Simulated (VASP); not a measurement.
BeTe (zinc blende), at 0.96 of the tabulated volume:

```yaml
crystal:
  lattice:
    - [0.00000, 2.77696, 2.77696]
    - [2.77696, 0.00000, 2.77696]
    - [2.77696, 2.77696, 0.00000]
  atoms:
    - { symbol: Be, position: [0.00000, 0.00000, 0.00000] }
    - { symbol: Te, position: [0.25000, 0.25000, 0.25000] }
```

The lowest empty band near X, direction across the valley's axis, from mBJ (TB09) with spin-orbit coupling in VASP (PAW); its two spin partners are averaged. The gap over the points computed is 2.27 eV, and the next band on that side lies 0.53 eV away at the edge.

Numerical set-up: 400 eV cut-off, 9×9×9 Γ-centred mesh, Gaussian smearing of 0.050 eV, potentials Be Te.

| distance from the edge in k (1/Å) | distance in energy (meV) |
|---|---|
| 0.018 | 4.6 |
| 0.025 | 9.0 |
| 0.035 | 17.6 |
| 0.050 | 35.8 |
| 0.070 | 69.9 |

Question: Fit E(1 + αE) = ħ²k²/2m* (ħ²/2m0 = 3.810 eV Å²) and predict the row at 0.095 1/Å.

Answer: The rows don't resolve α, so a parabola serves: the electron mass is m* = 0.267 m0, and so 128.9 meV. The run gave 128.2 meV, -0.7 meV from the fit.

Left out are points under 3 meV from the edge, since the levels carry 0.1 meV, and points farther than half the way to the next band.

The compound is BeTe in the zinc blende structure. The cell was not relaxed at this level.
